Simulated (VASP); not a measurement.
Here is a VASP 6.6.1 calculation.

File INCAR:

```
ALGO = Normal
EDIFF = 1E-7
EDIFFG = -0.002
ENCUT = 520
GGA = PE
IBRION = 2
ISIF = 3
ISMEAR = 0
KPAR = 4
LASPH = T
LCHARG = F
LREAL = F
LWAVE = F
NELM = 80
NSW = 80
PREC = Accurate
SIGMA = 0.1
```

Contents of KPOINTS:

```
k-points
0
Gamma
  4 4 4
```

Contents of POSCAR:

```
Si2Mo
1.0
   -1.6000000000      1.6000000000      3.9305000000
    1.6000000000     -1.6000000000      3.9305000000
    1.6000000000      1.6000000000     -3.9305000000
Si Mo
2 1
Direct
    0.3330000000      0.3330000000      0.0000000000
    0.6670000000      0.6670000000      0.0000000000
    0.0000000000      0.0000000000      0.0000000000
```

Potentials or basis: VASP PAW PBE potentials, release 64 (Si, Mo_sv).

Launch:

```sh
$ cat potpaw_PBE.64/Si/POTCAR potpaw_PBE.64/Mo_sv/POTCAR > POTCAR
$ mpirun -np 4 vasp_std > vasp.out
```

**Question.** What does it give for the space group after relaxing (to 0.05 Å)?

**Answer.** I4/mmm (No. 139).

**Question.** Estimate the relaxed cell.

**Answer.** a = 4.552 Å, b = 4.552 Å, c = 4.552 Å, α = 138.61°, β = 138.61°, γ = 59.98°.

**Question.** Predict the band gap on the k mesh.

**Answer.** None (metal or under the smearing width).

**Question.** What does it give for the relaxed volume?

**Answer.** 13.60 Å³/atom.

Final structure:
```
Si Mo
1.0
    -1.60871    1.60871    3.94243
     1.60871   -1.60871    3.94243
     1.60871    1.60871   -3.94243
Si Mo
2 1
Direct
  0.33382 0.33382 0.00000
  0.66618 0.66618 0.00000
  0.00000 0.00000 0.00000
```

Caveat: the k mesh is coarse (spacing up to 0.69 Å⁻¹), so the values aren't converged. Zero-point motion and thermal expansion aren't in these numbers.
